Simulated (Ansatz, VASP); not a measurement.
# Ga2SbP3 in VASP and in Ansatz

INCAR

```
ALGO = Normal
EDIFF = 1E-6
ENCUT = 520
GGA = PE
ISIF = 2
ISMEAR = 0
LASPH = T
LCHARG = F
LREAL = F
LWAVE = F
NBANDS = 32
NELM = 100
PREC = Accurate
SIGMA = 0.1
```

The input KPOINTS:

```
k-points
0
Gamma
  3 3 3
```

Contents of POSCAR:

```
Ga2SbP3
1.0
    3.9424372900      2.2761672300      2.7992642800
   -3.9424372900      2.2761672300      2.7992642800
    0.0000000000     -4.5523344600      2.7992642800
Ga Sb P
2 1 3
Direct
    0.7708021400      0.7708021400      0.7708021400
    0.2291978600      0.2291978600      0.2291978600
    0.5000000000      0.5000000000      0.5000000000
    0.0000000000      0.5000000000      0.0000000000
    0.0000000000      0.0000000000      0.5000000000
    0.5000000000      0.0000000000      0.0000000000
```

Input for Ansatz:

```yaml
crystal:
  lattice:
    - [3.94243729, 2.27616723, 2.79926428]
    - [-3.94243729, 2.27616723, 2.79926428]
    - [0.0, -4.55233446, 2.79926428]
  atoms:
    - { symbol: Ga, position: [0.77080214, 0.77080214, 0.77080214] }
    - { symbol: Ga, position: [0.22919786, 0.22919786, 0.22919786] }
    - { symbol: Sb, position: [0.5, 0.5, 0.5] }
    - { symbol: P, position: [0.0, 0.5, 0.0] }
    - { symbol: P, position: [0.0, 0.0, 0.5] }
    - { symbol: P, position: [0.5, 0.0, 0.0] }
basis:
  ecutwfc: 420
kpoints:
  mp_grid: { grid: [3, 3, 3] }
hamiltonian:
  xc: pbe
scf:
  occupations: { method: gaussian, width: 0.1 }
  lower_state_search: "off"
output:
  forces: true
  stress: true
  eigenvalues: true
```

Change from the starting cell: species swapped into the Ag3AuS2 type (R-3m, No. 166).

Alike in both runs: task single point; functional PBE; k mesh 3 × 3 × 3; occupations gaussian, width 0.1 eV; no spin polarisation.

|  | VASP | Ansatz |
| --- | --- | --- |
| version | VASP 6.6.1 | Ansatz 0.2.0 |
| potentials or method | VASP PAW PBE potentials, release 64 (Ga_d, Sb, P) | scalar-relativistic, plane waves, PAW |
| plane-wave cutoff (eV) | 520 | 420 |
| valence electrons in the cell | 46 | 56 |

```tsv
	VASP	Ansatz	Ansatz less VASP
gap on the k mesh at the Fermi level (eV)	none	none	-
pressure (GPa)	4.2	4.3	+0.08
largest component of the traceless stress (GPa)	11.85	11.92	+0.076
rms of the force components (eV/Å)	1.299	1.305	+0.0055
```

Atom by atom the forces differ by 0.005 eV/Å (rms over components). A gap of «none» marks a metal or a gap that the smearing closes. The two sets of potentials don't hold the same shells in valence.

Caveats: the k mesh is coarse (spacing up to 0.40 Å⁻¹), so the values aren't converged; forces of over 1 eV/Å show positions far from the minimum, so gaps and moduli don't describe the material at rest. Spin-orbit coupling is left out, which matters for the levels of Sb.
